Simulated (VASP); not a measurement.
A VASP calculation is set up with these files.

### POSCAR
```
Ca
1
    0.0000000000     2.8458000000     2.8458000000
    2.8458000000     0.0000000000     2.8458000000
    2.8458000000     2.8458000000     0.0000000000
Ca
1
Direct
  0.0000000000   0.0000000000   0.0000000000
```

INCAR:
```
SYSTEM = Ca
PREC = Accurate
ENCUT = 400
EDIFF = 1E-6
NELM = 100
ALGO = Normal
LREAL = .FALSE.
LASPH = .TRUE.
ISMEAR = 1
SIGMA = 0.1
GGA = PE
LWAVE = .FALSE.
LCHARG = .FALSE.
ISIF = 2
LEPSILON = .TRUE.
```

KPOINTS:
```
Automatic mesh
0
Gamma
8 8 8
0 0 0
```

POTCAR, in this order: Ca_sv (PBE.64 set). Program: vasp_std.

What VASP printed:

File standard output:
```
...
RMM:  20    -0.126730744306E+02    0.16077E-04   -0.64720E-04  1449   0.286E-03    0.162E-05
RMM:  21    -0.126730638668E+02    0.10564E-04   -0.52263E-04  1418   0.255E-03    0.807E-06
 change of polarisation eV/A/(eV/A) component  1 :    25.319    -7.135   -20.541
 dielectric tensor                  component  1 :   100.395   -28.010   -80.641
 Linear response to external field, progress :
  Direction:   2
       N       E                     dE             d eps       ncg     rms          rms(c)
RMM:   1    -0.222608754650E+02   -0.22261E+02   -0.17446E+02  2165   0.946E+00
RMM:   2    -0.127027494363E+02    0.95581E+01   -0.21147E+00  2205   0.204E+00    0.151E+00
RMM:   3    -0.126650226422E+02    0.37727E-01   -0.27578E-01  1960   0.344E+00    0.532E-01
RMM:   4    -0.126702498796E+02   -0.52272E-02   -0.76543E-02  2017   0.200E+00    0.844E-02
RMM:   5    -0.126710846670E+02   -0.83479E-03   -0.86901E-03  2238   0.688E-01    0.469E-02
RMM:   6    -0.126744124110E+02   -0.33277E-02   -0.74473E-03  2147   0.344E-01    0.306E-02
RMM:   7    -0.126739672710E+02    0.44514E-03   -0.77618E-03  2568   0.161E-01    0.204E-02
RMM:   8    -0.126731442697E+02    0.82300E-03   -0.40985E-03  2348   0.948E-02    0.356E-03
RMM:   9    -0.126732681836E+02   -0.12391E-03   -0.32427E-03  2440   0.455E-02    0.319E-03
RMM:  10    -0.126731727726E+02    0.95411E-04   -0.28277E-03  2468   0.277E-02    0.188E-03
RMM:  11    -0.126731779975E+02   -0.52249E-05   -0.22336E-03  2474   0.174E-02    0.879E-04
RMM:  12    -0.126731370180E+02    0.40980E-04   -0.86646E-04  2197   0.117E-02    0.154E-03
RMM:  13    -0.126730628288E+02    0.74189E-04   -0.98623E-04  2341   0.108E-02    0.268E-03
RMM:  14    -0.126731019470E+02   -0.39118E-04   -0.43941E-04  2188   0.812E-03    0.238E-04
RMM:  15    -0.126730907834E+02    0.11164E-04   -0.67356E-04  1866   0.586E-03    0.129E-04
RMM:  16    -0.126730772325E+02    0.13551E-04   -0.38341E-04  1655   0.486E-03    0.284E-04
RMM:  17    -0.126730583868E+02    0.18846E-04   -0.43332E-04  1592   0.409E-03    0.228E-04
RMM:  18    -0.126730436999E+02    0.14687E-04   -0.29173E-04  1546   0.351E-03    0.166E-04
RMM:  19    -0.126730281000E+02    0.15600E-04   -0.20027E-04  1492   0.304E-03    0.126E-04
RMM:  20    -0.126730164704E+02    0.11630E-04   -0.54503E-05  1486   0.268E-03    0.262E-05
RMM:  21    -0.126730143331E+02    0.21373E-05   -0.96467E-05  1397   0.237E-03    0.361E-06
 change of polarisation eV/A/(eV/A) component  2 :   -20.679    25.319    -6.184
 dielectric tensor                  component  2 :   -81.181   100.395   -24.277
 Linear response to external field, progress :
  Direction:   3
       N       E                     dE             d eps       ncg     rms          rms(c)
RMM:   1    -0.222602108465E+02   -0.22260E+02   -0.17445E+02  2164   0.946E+00
RMM:   2    -0.126996428099E+02    0.95606E+01   -0.21119E+00  2206   0.204E+00    0.151E+00
RMM:   3    -0.126620496858E+02    0.37593E-01   -0.27653E-01  1960   0.344E+00    0.532E-01
RMM:   4    -0.126672145628E+02   -0.51649E-02   -0.76599E-02  2008   0.201E+00    0.846E-02
RMM:   5    -0.126679956661E+02   -0.78110E-03   -0.80355E-03  2234   0.694E-01    0.466E-02
RMM:   6    -0.126704716760E+02   -0.24760E-02   -0.56981E-03  2141   0.344E-01    0.307E-02
RMM:   7    -0.126703500636E+02    0.12161E-03   -0.52438E-03  2569   0.160E-01    0.204E-02
RMM:   8    -0.126701651306E+02    0.18493E-03   -0.16298E-03  2346   0.936E-02    0.355E-03
RMM:   9    -0.126701819818E+02   -0.16851E-04   -0.56032E-03  2426   0.459E-02    0.257E-03
RMM:  10    -0.126701746805E+02    0.73013E-05   -0.32004E-03  2459   0.277E-02    0.135E-03
RMM:  11    -0.126701647852E+02    0.98952E-05   -0.28916E-03  2473   0.175E-02    0.132E-03
RMM:  12    -0.126701326487E+02    0.32137E-04   -0.15770E-03  2292   0.121E-02    0.251E-03
RMM:  13    -0.126700874255E+02    0.45223E-04   -0.15161E-03  2301   0.104E-02    0.499E-04
RMM:  14    -0.126700563836E+02    0.31042E-04   -0.10206E-03  1947   0.735E-03    0.360E-04
RMM:  15    -0.126700477653E+02    0.86183E-05   -0.82909E-04  1763   0.597E-03    0.244E-04
RMM:  16    -0.126700308644E+02    0.16901E-04   -0.53463E-04  1779   0.502E-03    0.549E-05
RMM:  17    -0.126700239261E+02    0.69383E-05   -0.45845E-04  1579   0.422E-03    0.378E-05
RMM:  18    -0.126700116406E+02    0.12286E-04   -0.27176E-04  1505   0.362E-03    0.444E-05
RMM:  19    -0.126700067674E+02    0.48732E-05   -0.22335E-04  1472   0.315E-03    0.726E-05
RMM:  20    -0.126700015247E+02    0.52427E-05   -0.16478E-04  1442   0.276E-03    0.204E-04
RMM:  21    -0.126699980758E+02    0.34488E-05   -0.99314E-05  1425   0.244E-03    0.282E-04
RMM:  22    -0.126699960821E+02    0.19938E-05   -0.89008E-05  1392   0.218E-03    0.314E-04
RMM:  23    -0.126699927268E+02    0.33553E-05   -0.78667E-05  1366   0.197E-03    0.330E-04
RMM:  24    -0.126699894346E+02    0.32921E-05   -0.18892E-05  1360   0.180E-03    0.294E-04
 change of polarisation eV/A/(eV/A) component  3 :    -6.894     6.507    25.313
 dielectric tensor                  component  3 :   -27.065    25.545   100.371
 Born effective charges drift removed
```

OUTCAR:
```
------------------------ aborting loop because EDIFF is reached ----------------------------------------

 HEAD OF MICROSCOPIC STATIC DIELECTRIC TENSOR (INDEPENDENT PARTICLE, excluding Hartree and local field effects)
 ------------------------------------------------------
         100.871954    -0.000000     0.000000
           0.000000   100.871954    -0.000000
           0.000000     0.000000   100.871954
 ------------------------------------------------------

 MACROSCOPIC STATIC DIELECTRIC TENSOR (including local field effects in DFT)
 ------------------------------------------------------
         100.386634     0.000000    -0.000000
           0.000000   100.386634    -0.000000
          -0.000000     0.000000   100.386634
 ------------------------------------------------------

 PIEZOELECTRIC TENSOR (including local field effects)  for field in x, y, z        (e  Angst)
          XX          YY          ZZ          XY          YZ          ZX
  --------------------------------------------------------------------------------
  x     0.00000     0.00000     0.00000     0.00000     0.00000     0.00000
  y     0.00000     0.00000     0.00000     0.00000     0.00000     0.00000
  z     0.00000     0.00000     0.00000     0.00000     0.00000     0.00000

 PIEZOELECTRIC TENSOR (including local field effects)  for field in x, y, z        (C/m^2)
          XX          YY          ZZ          XY          YZ          ZX
  --------------------------------------------------------------------------------
  x     0.00000     0.00000     0.00000     0.00000     0.00000     0.00000
  y     0.00000     0.00000     0.00000     0.00000     0.00000     0.00000
  z     0.00000     0.00000     0.00000     0.00000     0.00000     0.00000

 BORN EFFECTIVE CHARGES (including local field effects) (in |e|, cummulative output)
 ---------------------------------------------------------------------------------
 ion    1
    1     0.00000     0.00000     0.00000
    2     0.00000     0.00000     0.00000
    3     0.00000     0.00000     0.00000
```
(Selected blocks of OUTCAR.)

### Question
The run ends quietly. Is anything wrong with it?

### Answer
The cause: LEPSILON was set for a metal. The run ends without an error. Against the sound run, the energy per atom (σ→0) hardly moves; the pressure stays essentially unchanged. To mend it, drop LEPSILON, since a metal has no finite static dielectric tensor or Born charges. The plain static run on this cell (PBE GGA, plane waves, VASP's PBE PAW potentials (set 64)) converges, and its OSZICAR ends with
```
   1 F= -.19122393E+01 E0= -.19116368E+01  d E =-.180770E-02
```

The compound is Ca in the fcc structure. The cell was not relaxed at this level.
